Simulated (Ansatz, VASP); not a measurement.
# Hf19Ge48O54 (amorphous HfO2 against Ge(100), 6.0 A) in two plane-wave programs

Aim: how closely do two programs agree when they are given the same cell, functional and k mesh? Of the first pair: The structure shown is the start of the Ansatz relaxation below; VASP solves that cell, so the two are compared at the walk's first step.

Program: Ansatz 0.2.0. Level of theory: plane waves, with VASP 6.6.1 beside it; single point at PBE. Results are calculated unless marked as measured.

## Step 1: The starting structure

The cell holds 121 atoms: 48 Ge, 19 Hf and 54 O. Its edges and angles: a = 11.440 Å, b = 11.440 Å, c = 15.527 Å, α = 90.0°, β = 90.0°, γ = 90.0°. It derives from Ge (6 planes of diamond Ge(100)). A slab of 6 planes of diamond Ge(100) (starting lattice constant a = 5.72 A), 11.44 x 11.44 A in plane. 73 atoms (19 Hf, 54 O) packed at random between the slab and its periodic image at 8.5 g/cm^3 (a layer of 6.4 A) and pushed apart as soft spheres. Langevin MD at fixed cell with the MACE-MP-0b2 small potential (Batatia et al., arXiv:2401.00096), steps of 2 fs: 0.84 ps at 3200 K with the crystal held, 3200 to 600 K in 2.4 ps with the crystal held, 600 to 300 K in 1.2 ps with its inner planes held; soft walls kept the melt out of the crystal while it was held. Then all atoms and the cell's height relaxed. The structure's axis is c.

## Step 2: Ansatz: relaxation, PBE

Ansatz runs on its default PAW (the set named soft_2) files.

The two programs are compared at the cell with which this relaxation starts, whose forces are those of its first step.

Input file input.yaml:

```yaml
crystal:
  lattice:
    - [11.44, 0.0, 0.0]
    - [0.0, 11.44, 0.0]
    - [0.0, 0.0, 15.52729]
  atoms:
    - { symbol: Ge, position: [0.00328, 0.97831, 0.33149] }
    - { symbol: Ge, position: [0.15134, 0.13979, 0.04296] }
    - { symbol: Ge, position: [0.00141, 0.22528, 0.14494] }
    - { symbol: Ge, position: [0.12354, 0.33606, 0.25474] }
    - { symbol: Ge, position: [0.2491, 0.00396, 0.15473] }
    - { symbol: Ge, position: [0.37242, 0.11083, 0.26336] }
    - { symbol: Ge, position: [0.25414, 0.23157, 0.36256] }
    - { symbol: Ge, position: [0.36707, 0.37687, 0.08148] }
    - { symbol: Ge, position: [0.12146, 0.09424, 0.45012] }
    - { symbol: Ge, position: [0.90809, 0.25122, 0.57433] }
    - { symbol: Ge, position: [0.23508, 0.94945, 0.53678] }
    - { symbol: Ge, position: [0.39031, 0.35456, 0.45407] }
    - { symbol: Ge, position: [0.99769, 0.47211, 0.33877] }
    - { symbol: Ge, position: [0.08987, 0.5676, 0.05049] }
    - { symbol: Ge, position: [0.99862, 0.74075, 0.12986] }
    - { symbol: Ge, position: [0.12332, 0.85681, 0.23232] }
    - { symbol: Ge, position: [0.22467, 0.48783, 0.16728] }
    - { symbol: Ge, position: [0.36173, 0.60704, 0.25481] }
    - { symbol: Ge, position: [0.2328, 0.73218, 0.33912] }
    - { symbol: Ge, position: [0.34866, 0.8639, 0.05601] }
    - { symbol: Ge, position: [0.13995, 0.58057, 0.43082] }
    - { symbol: Ge, position: [0.00057, 0.67835, 0.5285] }
    - { symbol: Ge, position: [0.25848, 0.47697, 0.54249] }
    - { symbol: Ge, position: [0.36405, 0.8491, 0.43055] }
    - { symbol: Ge, position: [0.49929, 0.98615, 0.35491] }
    - { symbol: Ge, position: [0.60781, 0.12859, 0.06608] }
    - { symbol: Ge, position: [0.48759, 0.23962, 0.16831] }
    - { symbol: Ge, position: [0.62611, 0.35708, 0.25381] }
    - { symbol: Ge, position: [0.73815, 0.99156, 0.14708] }
    - { symbol: Ge, position: [0.8723, 0.10478, 0.24116] }
[... 85 atom lines left out ...]
    - { symbol: O, position: [0.62276, 0.18651, 0.55661] }
    - { symbol: O, position: [0.86508, 0.49378, 0.75301] }
    - { symbol: O, position: [0.97481, 0.94542, 0.93554] }
    - { symbol: O, position: [0.70642, 0.42492, 0.59179] }
    - { symbol: O, position: [0.60147, 0.97533, 0.66908] }
    - { symbol: O, position: [0.52816, 0.34926, 0.67201] }
kpoints:
  mp_grid: { grid: [1, 1, 1] }
hamiltonian:
  xc: pbe
scf:
  occupations: { method: fermi_dirac, width: 0.025 }
output:
  forces: true
relax:
  f_tol: 0.08
  max_steps: 90
  cell: { fix: [a, b, alpha, beta, gamma] }
```

Launch:

```
$ ansatz run input.yaml --threads 4 --pin off --max-ram 15872MiB --backend cpu --events-out ev --progress --plain --runs-dir out
```

Numbers of over 12 decimals in the logs are rounded to 6 here.

The log of the run:

```text
Engine: ansatz 0.2.0, aarch64-unknown-linux-gnu
Pseudopotentials: kind: paw
Pseudopotential: Ge, paw, valence charge 14, recommended cutoff 420 eV (normal), Ge.paw.azcp
Pseudopotential: Hf, paw, valence charge 26, recommended cutoff 420 eV (normal), Hf.paw.azcp
Pseudopotential: O, paw, valence charge 6, recommended cutoff 420 eV (normal), O.paw.azcp
Functional definition: PBE
  parameter kappa = 0.804
  parameter beta = 0.066725
  exchange = pbe_x(kappa = kappa, mu = beta*pi^2/3)
  correlation = pbe_c(beta = beta)
Crystal: 121 atoms, lattice volume = 2032.112 Å³
Basis set: ecut = 420 eV, 39659 PW (Γ), exchange–correlation on 160×160×216 points (8 copies of the dense FFT grid, shifted against one another)
Bands: 894, of which v1, the nominal top of the filled ones, is band 745 counted from 1 (744 counted from 0)
Symmetry: 1 space group operations
Space group: P1 (ITA 1), of the structure as read, at distance tolerance 1.3e-4 Å
k-points: 1
Non-local potential: Ge, projectors of the file, l = 0: 2, l = 1: 2, l = 2: 3, l = 3: 1
Non-local potential: Hf, projectors of the file, l = 0: 3, l = 1: 2, l = 2: 2, l = 3: 3
Non-local potential: O, projectors of the file, l = 0: 2, l = 1: 2, l = 2: 1
PAW form: soft (Blöchl's): semilocal exchange-correlation on the pseudo side does not see the compensation charge
PAW one-centre angular grid: Ge, 590 points (default); XC on 64 Gauss nodes
PAW one-centre angular grid: Hf, 590 points (default); XC on 64 Gauss nodes
PAW one-centre angular grid: O, 110 points (default); XC on 64 Gauss nodes
Initial density: superposition of atomic densities (neutral atoms: chi_scale 0, normalization atom), corrected by the library's trained network
Initial wavefunctions: pseudopotential atomic-orbital guess
Functional: x = pbe(κ = 0.804, μ = 0.219515), c = pbe(β = 0.066725)
SCF iter   1: F=—  HF=-535582.112027 eV  |F-HF|=—  |Δ(HF+E_count)|=         —  Δρ=5.04e-3  dr2=1.73e0  ethr=1.77e-3  ⟨swp⟩=5.0  Hψ=2802  notcnv=0  defer=131
preconditioner: auto → LDOS  [insulator: Δε(μ)=0.092 eV  Ē_g=19.630 eV  σ=0.025 eV  W_gap=0.73  n_scr=616 (ndim 8)  ℏωp=31.4 eV  f_vac=0.127  D(μ)=19.53/eV (n_scr^D=82)  ε∞_Penn≈3.6  β→1.0]
SCF iter   2: F=—  HF=-535582.230398 eV  |F-HF|=—  |Δ(HF+E_count)|=   1.18e-1  Δρ=7.45e-3  dr2=1.76e0  ethr=1.16e-4  ⟨swp⟩=2.0  Hψ=1440  notcnv=0  defer=136
SCF iter   3: F=—  HF=-535581.994219 eV  |F-HF|=—  |Δ(HF+E_count)|=   2.36e-1  Δρ=5.47e-3  dr2=7.22e-1  ethr=1.16e-4  ⟨swp⟩=2.0  Hψ=1497  notcnv=0  defer=136
SCF iter   4: F=—  HF=-535581.856611 eV  |F-HF|=—  |Δ(HF+E_count)|=   1.38e-1  Δρ=1.30e-3  dr2=7.15e-2  ethr=4.84e-5  ⟨swp⟩=2.0  Hψ=1431  notcnv=0  defer=136
SCF iter   5: F=—  HF=-535581.845928 eV  |F-HF|=—  |Δ(HF+E_count)|=   1.07e-2  Δρ=6.66e-4  dr2=1.72e-2  ethr=4.80e-6  ⟨swp⟩=2.0  Hψ=1478  notcnv=0  defer=136
SCF iter   6: F=—  HF=-535581.843972 eV  |F-HF|=—  |Δ(HF+E_count)|=   1.96e-3  Δρ=3.17e-4  dr2=3.88e-3  ethr=1.16e-6  ⟨swp⟩=2.0  Hψ=1150  notcnv=0  defer=136
SCF iter   7: F=—  HF=-535581.843603 eV  |F-HF|=—  |Δ(HF+E_count)|=   3.69e-4  Δρ=1.57e-4  dr2=1.07e-3  ethr=2.61e-7  ⟨swp⟩=2.0  Hψ=1154  notcnv=0  defer=136
SCF iter   8: F=—  HF=-535581.843450 eV  |F-HF|=—  |Δ(HF+E_count)|=   1.53e-4  Δρ=9.15e-5  dr2=3.75e-4  ethr=7.21e-8  ⟨swp⟩=2.0  Hψ=1154  notcnv=0  defer=136
SCF iter   9: F=—  HF=-535581.843403 eV  |F-HF|=—  |Δ(HF+E_count)|=   4.76e-5  Δρ=5.30e-5  dr2=1.31e-4  ethr=2.52e-8  ⟨swp⟩=2.0  Hψ=1154  notcnv=0  defer=136
SCF iter  10: F=—  HF=-535581.843513 eV  |F-HF|=—  |Δ(HF+E_count)|=   1.10e-4  Δρ=3.34e-5  dr2=4.53e-5  ethr=8.81e-9  ⟨swp⟩=2.0  Hψ=1150  notcnv=0  defer=136
SCF iter  11: F=—  HF=-535581.844570 eV  |F-HF|=—  |Δ(HF+E_count)|=   1.06e-3  Δρ=2.10e-5  dr2=1.64e-5  ethr=3.04e-9  ⟨swp⟩=2.0  Hψ=1489  notcnv=0  defer=136
SCF iter  12: F=—  HF=-535581.844569 eV  |F-HF|=—  |Δ(HF+E_count)|=   7.37e-7  Δρ=1.27e-5  dr2=5.68e-6  ethr=1.10e-9  ⟨swp⟩=2.0  Hψ=1151  notcnv=0  defer=136
SCF iter  13: F=—  HF=-535581.844569 eV  |F-HF|=—  |Δ(HF+E_count)|=   2.72e-7  Δρ=7.33e-6  dr2=2.18e-6  ethr=3.81e-10  ⟨swp⟩=2.0  Hψ=1150  notcnv=0  defer=136
SCF iter  14: F=—  HF=-535581.844569 eV  |F-HF|=—  |Δ(HF+E_count)|=   6.20e-8  Δρ=4.92e-6  dr2=1.01e-6  ethr=1.46e-10  ⟨swp⟩=2.0  Hψ=1141  notcnv=0  defer=136
SCF iter  15: F=—  HF=-535581.844569 eV  |F-HF|=—  |Δ(HF+E_count)|=   1.65e-8  Δρ=3.70e-6  dr2=5.34e-7  ethr=6.80e-11  ⟨swp⟩=2.0  Hψ=1150  notcnv=0  defer=136
SCF iter  16: F=—  HF=-535581.844569 eV  |F-HF|=—  |Δ(HF+E_count)|=   4.18e-8  Δρ=1.98e-6  dr2=1.82e-7  ethr=3.58e-11  ⟨swp⟩=2.0  Hψ=1150  notcnv=0  defer=136
SCF iter  17: F=-535581.844569 eV  HF=-535581.844569 eV  |F-HF|=5.11e-8  |Δ(HF+E_count)|=   1.09e-8  Δρ=1.20e-6  dr2=6.79e-8  ethr=6.71e-12  ⟨swp⟩=3.0  Hψ=2381  notcnv=0
SCF 1 converged in 17 iterations: F = -535581.844569 eV  dr2 = 6.79e-8
[...]
- { symbol: Ge, position: [0.980051, 0.742753, 0.149789] }
    - { symbol: Ge, position: [0.139221, 0.828118, 0.239778] }
    - { symbol: Ge, position: [0.224879, 0.487718, 0.177770] }
    - { symbol: Ge, position: [0.367220, 0.590889, 0.274290] }
    - { symbol: Ge, position: [0.243748, 0.722928, 0.356433] }
    - { symbol: Ge, position: [0.309259, 0.851290, 0.00479154] }
    - { symbol: Ge, position: [0.150757, 0.569514, 0.438057] }
    - { symbol: Ge, position: [0.000707233, 0.667001, 0.522800] }
    - { symbol: Ge, position: [0.271178, 0.452414, 0.537968] }
    - { symbol: Ge, position: [0.356111, 0.865049, 0.442337] }
    - { symbol: Ge, position: [0.503740, 0.981095, 0.352500] }
    - { symbol: Ge, position: [0.615298, 0.112524, 0.070944] }
    - { symbol: Ge, position: [0.488910, 0.224461, 0.168839] }
    - { symbol: Ge, position: [0.624288, 0.345865, 0.257618] }
    - { symbol: Ge, position: [0.742503, 0.950843, 0.128037] }
    - { symbol: Ge, position: [0.867315, 0.084446, 0.221660] }
    - { symbol: Ge, position: [0.768023, 0.210527, 0.328196] }
    - { symbol: Ge, position: [0.869853, 0.364232, 0.051488] }
    - { symbol: Ge, position: [0.654793, 0.101736, 0.433463] }
    - { symbol: Ge, position: [0.574032, 0.330760, 0.560879] }
    - { symbol: Ge, position: [0.771192, 0.932581, 0.483055] }
    - { symbol: Ge, position: [0.931968, 0.280013, 0.420818] }
    - { symbol: Ge, position: [0.490795, 0.448432, 0.360489] }
    - { symbol: Ge, position: [0.530024, 0.617866, 0.076607] }
    - { symbol: Ge, position: [0.450222, 0.752332, 0.188283] }
    - { symbol: Ge, position: [0.627002, 0.847944, 0.249606] }
    - { symbol: Ge, position: [0.750343, 0.465369, 0.161482] }
    - { symbol: Ge, position: [0.883408, 0.585979, 0.247823] }
    - { symbol: Ge, position: [0.747318, 0.704705, 0.332685] }
    - { symbol: Ge, position: [0.953169, 0.948991, 0.052139] }
    - { symbol: Ge, position: [0.614134, 0.597635, 0.432563] }
    - { symbol: Ge, position: [0.514736, 0.752411, 0.517487] }
    - { symbol: Ge, position: [0.749079, 0.569516, 0.553376] }
    - { symbol: Ge, position: [0.907415, 0.811272, 0.405487] }
    - { symbol: Hf, position: [0.045615, 0.499805, 0.714768] }
    - { symbol: Hf, position: [0.502885, 0.516541, 0.888184] }
    - { symbol: Hf, position: [0.137650, 0.247733, 0.683983] }
    - { symbol: Hf, position: [0.212540, 0.320370, 0.896257] }
    - { symbol: Hf, position: [0.146136, 0.787684, 0.704932] }
    - { symbol: Hf, position: [0.413782, 0.048952, 0.889356] }
    - { symbol: Hf, position: [0.685486, 0.116062, 0.730997] }
    - { symbol: Hf, position: [0.121831, 0.999109, 0.849713] }
    - { symbol: Hf, position: [0.960146, 0.011707, 0.666094] }
    - { symbol: Hf, position: [0.698003, 0.837238, 0.663200] }
    - { symbol: Hf, position: [0.560881, 0.805157, 0.890422] }
    - { symbol: Hf, position: [0.877454, 0.547702, 0.885908] }
    - { symbol: Hf, position: [0.686728, 0.239815, 0.911903] }
    - { symbol: Hf, position: [0.221872, 0.635128, 0.868876] }
    - { symbol: Hf, position: [0.698876, 0.439131, 0.742640] }
    - { symbol: Hf, position: [0.442818, 0.296006, 0.762619] }
    - { symbol: Hf, position: [0.821042, 0.878836, 0.860089] }
    - { symbol: Hf, position: [0.401462, 0.637833, 0.698130] }
    - { symbol: Hf, position: [0.402516, 0.975048, 0.697486] }
    - { symbol: O, position: [0.503225, 0.485328, 0.745868] }
    - { symbol: O, position: [0.464725, 0.477375, 0.029164] }
    - { symbol: O, position: [0.123022, 0.357229, 0.786378] }
    - { symbol: O, position: [0.839865, 0.919990, 0.587998] }
    - { symbol: O, position: [0.159134, 0.417603, 0.617107] }
    - { symbol: O, position: [0.277203, 0.023944, 0.782716] }
    - { symbol: O, position: [0.459388, 0.907309, 0.975365] }
    - { symbol: O, position: [0.180983, 0.801698, 0.835684] }
    - { symbol: O, position: [0.804950, 0.960399, 0.737711] }
    - { symbol: O, position: [0.739219, 0.285762, 0.787579] }
    - { symbol: O, position: [0.037215, 0.664910, 0.642158] }
    - { symbol: O, position: [0.732465, 0.212146, 0.036306] }
    - { symbol: O, position: [0.060668, 0.114039, 0.756516] }
    - { symbol: O, position: [0.869055, 0.715705, 0.889476] }
    - { symbol: O, position: [0.697523, 0.880010, 0.944375] }
    - { symbol: O, position: [0.319890, 0.465715, 0.874499] }
    - { symbol: O, position: [0.180661, 0.614336, 0.988402] }
    - { symbol: O, position: [0.541345, 0.132125, 0.965075] }
    - { symbol: O, position: [0.366331, 0.556633, 0.590713] }
    - { symbol: O, position: [0.468826, 0.914012, 0.814710] }
    - { symbol: O, position: [0.967922, 0.499695, 0.012562] }
    - { symbol: O, position: [0.253073, 0.313343, 0.023577] }
    - { symbol: O, position: [0.827793, 0.149521, 0.649906] }
    - { symbol: O, position: [0.676130, 0.583790, 0.106229] }
[...]
- { symbol: O, position: [0.545765, 0.343143, 0.876184] }
    - { symbol: O, position: [0.039524, 0.151077, 0.593044] }
    - { symbol: O, position: [0.650028, 0.198727, 0.524142] }
    - { symbol: O, position: [0.871141, 0.502533, 0.759519] }
    - { symbol: O, position: [0.965433, 0.949060, 0.929566] }
    - { symbol: O, position: [0.718159, 0.435068, 0.610771] }
    - { symbol: O, position: [0.584868, 0.983279, 0.667322] }
    - { symbol: O, position: [0.580910, 0.279122, 0.676275] }
```

## Step 3: VASP: single point, PBE, start cell, pair 1

The same cell, functional, mesh and smearing now go to VASP, with its own data sets.

Lines of VASP's logs that name or quote its potential files are left out, and so is its time.

Input file INCAR:

```
SYSTEM = Hf19Ge48O54
PREC = Accurate
ENCUT = 520
EDIFF = 1E-06
NELM = 120
ISMEAR = -1
SIGMA = 0.025
LREAL = Auto
ALGO = Normal
GGA = PE
NBANDS = 688
LASPH = .TRUE.
LORBIT = 11
LWAVE = .FALSE.
LCHARG = .FALSE.
ISIF = 2
GGA_COMPAT = .FALSE.
EFERMI = MIDGAP
NCORE = 4
```

Input file POSCAR:

```
Hf19Ge48O54
1.0
   11.4400000000      0.0000000000      0.0000000000
    0.0000000000     11.4400000000      0.0000000000
    0.0000000000      0.0000000000     15.5272900000
Ge Hf O
48 19 54
Direct
    0.0032779720      0.9783129371      0.3314873362
    0.1513374126      0.1397902098      0.0429630670
    0.0014073427      0.2252797203      0.1449383634
    0.1235402098      0.3360576923      0.2547385925
    0.2490996503      0.0039597902      0.1547275796
    0.3724213287      0.1108304196      0.2633621192
    0.2541433566      0.2315734266      0.3625616576
    0.3670716783      0.3768706294      0.0814823450
    0.1214597902      0.0942395105      0.4501171808
    0.9080944056      0.2512237762      0.5743307428
    0.2350786713      0.9494493007      0.5367775059
    0.3903059441      0.3545629371      0.4540715089
    0.9976923077      0.4721066434      0.3387712859
    0.0898688811      0.5675961538      0.0504917471
    0.9986188811      0.7407517483      0.1298616822
    0.1233216783      0.8568094406      0.2323199992
    0.2246678322      0.4878321678      0.1672796734
    0.3617307692      0.6070367133      0.2548094355
    0.2327972028      0.7321765734      0.3391190607
    0.3486625874      0.8638986014      0.0560110618
    0.1399475524      0.5805681818      0.4308221203
    0.0005681818      0.6783479021      0.5285017540
    0.2584790210      0.4769667832      0.5424900288
    0.3640472028      0.8490996503      0.4305516288
    0.4992919580      0.9861538462      0.3549106122
    0.6078059441      0.1285926573      0.0660772099
    0.4875874126      0.2396241259      0.1683101172
    0.6261101399      0.3570804196      0.2538111931
    0.7381468531      0.9915559441      0.1470829746
    0.8722989510      0.1047814685      0.2411624952
[... 85 atom lines left out ...]
    0.6227622378      0.1865122378      0.5566071092
    0.8650786713      0.4937762238      0.7530097010
    0.9748076923      0.9454195804      0.9355399429
    0.7064160839      0.4249213287      0.5917903253
    0.6014685315      0.9753321678      0.6690800520
    0.5281643357      0.3492569930      0.6720103766
```

Input file KPOINTS:

```
Automatic mesh
0
Gamma
1 1 1
0 0 0
```

Potentials, in the order of the species: Ge_d, Hf_pv and O (PBE family, release 64).

Launch:

```
$ mpirun -np 16 vasp_gam
```

The log of the run:

```text
[banner, memory and clock lines left out]
running   16 mpi-ranks, on    1 nodes
[...]
LDA part: xc-table for (Slater+PW92), standard interpolation
 POSCAR, INCAR and KPOINTS ok, starting setup
[...]
entering main loop
       N       E                     dE             d eps       ncg     rms          rms(c)
DAV:   1     0.399047413471E+05    0.39905E+05   -0.36355E+05  1464   0.465E+03
DAV:   2     0.864361256570E+04   -0.31261E+05   -0.29948E+05  1376   0.122E+03
DAV:   4    -0.907386906488E+03   -0.15920E+04   -0.15307E+04  1656   0.178E+02
DAV:   5    -0.102078853462E+04   -0.11340E+03   -0.11154E+03  1680   0.452E+01    0.242E+02
[...]
DAV:  21    -0.887660904646E+03   -0.81997E-06   -0.14256E-05  1128   0.205E-02    0.282E-03
DAV:  22    -0.887660905830E+03   -0.11837E-05   -0.11447E-05  1176   0.688E-03    0.192E-03
DAV:  23    -0.887660906135E+03   -0.30486E-06   -0.32857E-06   960   0.577E-03
   1 F= -.88766091E+03 E0= -.88763017E+03  d E =-.614741E-01
```

Parts of OUTCAR (step 3):

```text
  FREE ENERGIE OF THE ION-ELECTRON SYSTEM (eV)
  ---------------------------------------------------
  free  energy   TOTEN  =      -887.6609061346 eV

  energy  without entropy=     -887.5994320009  energy(sigma->0) =     -887.63016907
```

Harder data sets than Hf_pv exist (the GW ones), and pressures, volumes and forces can shift noticeably with them.

## Step 4: Side by side

Known differences besides the potentials themselves: the data sets hold 1490 valence electrons in Ansatz (on its default PAW (the set named soft_2) files) and 1186 in VASP; the cutoff is 420 eV in Ansatz and 520 eV in VASP (PREC = Accurate, projectors in real space). Total energies have different zeros and are not compared.

Forces on 9 of the 121 atoms, those with the largest forces and the largest differences (eV/Å; atoms numbered as in POSCAR):

| atom | Ansatz x, y, z | VASP x, y, z |
| --- | --- | --- |
| Ge10 | 0.415, -0.581, 0.902 | 0.389, -0.553, 0.901 |
| Hf53 | 0.501, 0.005, 1.354 | 0.532, 0.018, 1.392 |
| Hf61 | -0.369, -0.111, -0.999 | -0.363, -0.135, -1.053 |
| Hf62 | 0.257, 0.624, -0.797 | 0.231, 0.603, -0.956 |
| Hf66 | -0.011, -0.287, 1.304 | -0.031, -0.240, 1.330 |
| O82 | 0.670, 0.106, 0.545 | 0.620, 0.035, 0.384 |
| O91 | -1.193, 0.487, -0.189 | -1.191, 0.485, -0.187 |
| O106 | -0.334, -0.006, -0.593 | -0.184, 0.030, -0.533 |
| O109 | 0.477, -0.149, -1.016 | 0.378, -0.183, -0.875 |

The forces differ by 49 meV/Å r.m.s., which is 14.0 % of the r.m.s. force of 0.349 eV/Å (both taken over all components).

(Continued in part 2 of 2.)

[Lines on the potential files, build, host, timing and source positions are cut from VASP's logs without a mark.]

[Logs are printed without paths, hosts, clocks, repeated set-up lines and the standing remarks that a program may print on its own settings, such as how far it seeks lower states.]

[Hosts, paths, dates, database ids (printed as entryN), source tags and the programs' standing remarks are cut or masked in the printed files.]
